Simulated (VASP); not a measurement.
The input files of a VASP run:

### KPOINTS
```
Automatic
0
Gamma
  6 6 6
0 0 0
```

**POSCAR**
```
RbBr
1
    0.0000000000     3.6720000000     3.6720000000
    3.6720000000     0.0000000000     3.6720000000
    3.6720000000     3.6720000000     0.0000000000
Rb Br
1 1
Direct
  0.0000000000   0.0000000000   0.0000000000
  0.5000000000   0.5000000000   0.5000000000
```

INCAR:
```
SYSTEM = RbBr
EDIFFG = -0.01
ALGO = Normal   # blocked Davidson
ENCUT = 400
IBRION = 2
LMAXMIX = 4   # l cut-off of mixed one-centre charges
LASPH = .TRUE.
GGA = PS   # PBEsol
EDIFF = 1E-6   # SCF stop (eV)
PREC = Accurate
ISIF = 3   # ions, shape and volume
LREAL = .FALSE.
LWAVE = .FALSE.
LCHARG = .FALSE.
SIGMA = 0.05   # width (eV)
ISMEAR = 0   # Gaussian
NSW = 60   # most ionic steps
NELM = 100   # most electronic steps
```

POTCAR, in this order: Rb_sv Br (PBE.64 set). Program: vasp_std.

Q: Write an equivalent input for Ansatz.

A: One equivalent input (not run):
Ansatz 0.2 input:
```yaml
crystal:
  lattice:
    - [0.0000000, 3.6720000, 3.6720000]
    - [3.6720000, 0.0000000, 3.6720000]
    - [3.6720000, 3.6720000, 0.0000000]
  atoms:
    - { symbol: Rb, position: [0.0000000, 0.0000000, 0.0000000] }
    - { symbol: Br, position: [0.5000000, 0.5000000, 0.5000000] }
kpoints:
  mp_grid: { grid: [6, 6, 6] }
hamiltonian:
  xc: pbesol
  pseudopotentials: { kind: paw }
scf:
  occupations: { method: gaussian, width: 0.05 }
  max_iter: 100
relax:
  max_steps: 60
  f_tol: 0.01
  cell: {}
output: { forces: true, stress: true, eigenvalues: true }
```
Limits of the translation: each code has its own PAW files, so the cut-off isn't converted (ENCUT is set for VASP's; basis.ecutwfc is left out, and Ansatz then takes the one that its files recommend); Ansatz stops its SCF on the density residual and VASP on the energy change (EDIFF).

The structure was generated: RbBr was put into the rock salt type (Fm-3m), which need not be its known phase. This run relaxes it. Symmetry was kept, so distortions that lower it aren't found.
